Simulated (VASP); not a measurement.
Output of a VASP run:

**OUTCAR**
```
 ion  position               nearest neighbor table
   1  0.667  0.333  0.500-   4 1.85   4 1.85   4 1.85   3 1.86   2 3.03   2 3.03   2 3.03   2 3.03
                             2 3.03   2 3.03
   2  0.333  0.667  1.000-   3 1.85   3 1.85   3 1.85   4 1.86   1 3.03   1 3.03   1 3.03   1 3.03
                             1 3.03   1 3.03
   3  0.667  0.333  0.875-   2 1.85   2 1.85   2 1.85   1 1.86
   4  0.333  0.667  0.375-   1 1.85   1 1.85   1 1.85   2 1.86
  LATTYP: Found a hexagonal cell.
 ALAT       =     3.0169113057
 C/A-ratio  =     1.6408413841
 Subroutine PRICEL returns:
 Original cell was already a primitive cell.
 Subroutine GETGRP returns: Found 12 space group operations
The static configuration has the point symmetry C_3v.
 The point group associated with its full space group is C_6v.
The dynamic configuration has the point symmetry C_3v.
 Subroutine INISYM returns: Found 12 space group operations
 Subroutine IBZKPT returns following result:
 Found     30 irreducible k-points:

 Following reciprocal coordinates:
            Coordinates               Weight
  0.000000  0.000000  0.000000      1.000000
  0.125000  0.000000  0.000000      6.000000
  0.250000  0.000000  0.000000      6.000000
  0.375000  0.000000  0.000000      6.000000
  0.500000  0.000000  0.000000      3.000000
  0.125000  0.125000  0.000000      6.000000
  0.250000  0.125000  0.000000     12.000000
  0.375000  0.125000  0.000000     12.000000
  0.250000  0.250000  0.000000      6.000000
  0.375000  0.250000  0.000000      6.000000
  0.000000  0.000000  0.200000      2.000000
  0.125000  0.000000  0.200000     12.000000
  0.250000  0.000000  0.200000     12.000000
  0.375000  0.000000  0.200000     12.000000
  0.500000  0.000000  0.200000      6.000000
  0.125000  0.125000  0.200000     12.000000
  0.250000  0.125000  0.200000     24.000000
  0.375000  0.125000  0.200000     24.000000
  0.250000  0.250000  0.200000     12.000000
  0.375000  0.250000  0.200000     12.000000
  0.000000  0.000000  0.400000      2.000000
  0.125000  0.000000  0.400000     12.000000
  0.250000  0.000000  0.400000     12.000000
  0.375000  0.000000  0.400000     12.000000
  0.500000  0.000000  0.400000      6.000000
  0.125000  0.125000  0.400000     12.000000
  0.250000  0.125000  0.400000     24.000000
  0.375000  0.125000  0.400000     24.000000
  0.250000  0.250000  0.400000     12.000000
  0.375000  0.250000  0.400000     12.000000
   k-points           NKPTS =     30   k-points in BZ     NKDIM =     30   number of bands    NBANDS=     12
   number of dos      NEDOS =    301   number of ions     NIONS =      4
   total plane-waves  NPLWV =  31360
   dimension x,y,z NGX =    28 NGY =   28 NGZ =   40
   dimension x,y,z NGXF=    56 NGYF=   56 NGZF=   80
   ions per type =               2   2
   PREC   = accura    normal or accurate (medium, high low for compatibility)
   ISTART =      0    job   : 0-new  1-cont  2-samecut
   ICHARG =      2    charge: 1-file 2-atom 10-const
   ISPIN  =      1    spin polarized calculation?
   LNONCOLLINEAR =      F non collinear calculations
   LSORBIT =      F    spin-orbit coupling
   INIWAV =      1    electr: 0-lowe 1-rand  2-diag
   ENCUT  =  620.0 eV  45.57 Ry    6.75 a.u.   6.13  6.13 10.05*2*pi/ulx,y,z
   NELM   =    100;   NELMIN=  2; NELMDL= -5     # of ELM steps
   EDIFF  = 0.1E-05   stopping-criterion for ELM
   LREAL  =      F    real-space projection
   NLSPLINE    = F    spline interpolate recip. space projectors
   LMAXMIX     =    2 max onsite mixed and CHGCAR
   VOSKOWN=      0    Vosko Wilk Nusair interpolation
   EDIFFG = -.2E-01   stopping-criterion for IOM
   NSW    =     40    number of steps for IOM
   NBLOCK =      1;   KBLOCK =     40    inner block; outer block
   IBRION =      2    ionic relax: 0-MD 1-quasi-New 2-CG
   NFREE  =      1    steps in history (QN), initial steepest desc. (CG)
   ISIF   =      3    stress and relaxation
   ISYM   =      2    0-nonsym 1-usesym 2-fastsym
   TEIN   =    0.0    initial temperature
...
```

**OSZICAR**
```
       N       E                     dE             d eps       ncg     rms          rms(c)
DAV:   1     0.390332976235E+02    0.39033E+02   -0.83061E+03   720   0.138E+03
DAV:   2    -0.341893262150E+02   -0.73223E+02   -0.68284E+02  1028   0.205E+02
DAV:   3    -0.376487811565E+02   -0.34595E+01   -0.34412E+01   952   0.443E+01
DAV:   4    -0.376884377753E+02   -0.39657E-01   -0.39625E-01   908   0.568E+00
DAV:   5    -0.376890979644E+02   -0.66019E-03   -0.66009E-03   936   0.694E-01    0.137E+01
DAV:   6    -0.334455578927E+02    0.42435E+01   -0.12228E+01   868   0.225E+01    0.633E+00
DAV:   7    -0.332723463920E+02    0.17321E+00   -0.10767E+00   912   0.708E+00    0.254E+00
DAV:   8    -0.332338512940E+02    0.38495E-01   -0.62560E-02   856   0.180E+00    0.646E-01
DAV:   9    -0.332300669836E+02    0.37843E-02   -0.69622E-03   884   0.637E-01    0.128E-01
DAV:  10    -0.332300981422E+02   -0.31159E-04   -0.38948E-04   872   0.158E-01    0.607E-02
DAV:  11    -0.332300995959E+02   -0.14537E-05   -0.11973E-05   912   0.332E-02    0.194E-02
DAV:  12    -0.332300981578E+02    0.14382E-05   -0.25379E-06   712   0.107E-02    0.422E-03
DAV:  13    -0.332300981132E+02    0.44588E-07   -0.79900E-07   528   0.580E-03
   1 F= -.30794676E+02 E0= -.30794676E+02  d E =-.307947E+02
```

### OUTCAR
```
------------------------ aborting loop because EDIFF is reached ----------------------------------------
  FORCE on cell =-STRESS in cart. coord.  units (eV):
  Direction    XX          YY          ZZ          XY          YZ          ZX
  --------------------------------------------------------------------------------------
  Total        2.4387520      2.4387515      2.4119192     -0.0000000      0.0000000     -0.0000000
  in kB      100.1367131    100.1366949     99.0349448     -0.0000000      0.0000000     -0.0000000
  external PRESSURE =      -0.2305491 kB  Pullay stress =     100.0000000 kB
  volume of cell :       39.02
      direct lattice vectors                 reciprocal lattice vectors
     1.508455756 -2.612721772  0.000000000     0.331464810 -0.191371315  0.000000000
     1.508455756  2.612721772  0.000000000     0.331464810  0.191371315  0.000000000
     0.000000000  0.000000000  4.950272922     0.000000000  0.000000000  0.202009064
  FREE ENERGIE OF THE ION-ELECTRON SYSTEM (eV)
  ---------------------------------------------------
  free  energy   TOTEN  =       -33.2300981132 eV

  energy  without entropy=      -33.2300981132  energy(sigma->0) =      -33.23009811
  enthalpy is  TOTEN    =       -30.7946757052 eV   P V=        2.4354224079

 reached required accuracy - stopping structural energy minimisation
```
(Selected blocks of OUTCAR.)

POSCAR:
```
SiC
1
    1.5084557560    -2.6127217721     0.0000000000
    1.5084557560     2.6127217721    -0.0000000000
    0.0000000000     0.0000000000     4.9502729224
Si C
2 2
Direct
  0.6666670000   0.3333330000   0.4996033294
  0.3333330000   0.6666670000   0.9996033294
  0.6666670000   0.3333330000   0.8753966706
  0.3333330000   0.6666670000   0.3753966706
```

Write an INCAR and KPOINTS that could have produced this output.

Several could match; the one computed here: the input of the run itself, LDA (Ceperley-Alder, Perdew-Zunger), plane waves, VASP's LDA PAW potentials (set 64).

**INCAR**
```
SYSTEM=SiC
PREC=Accurate; ENCUT=620; LREAL=.FALSE.
LASPH=.TRUE.
EDIFF=1E-6; NELM=100; ALGO=Normal
ISMEAR=0; SIGMA=0.05
IBRION=2; NSW=40; ISIF=3
EDIFFG=-0.02; PSTRESS=100
LWAVE=.FALSE.; LCHARG=.FALSE.
```

File KPOINTS:
```
kpoints
0
Gamma
8 8 5
0 0 0
```

POTCAR, in this order: Si C (LDA.64 set). Program: vasp_std.

The compound is SiC in the wurtzite structure, the rare 2H polytype. It was relaxed first under an external pressure of 10 GPa.
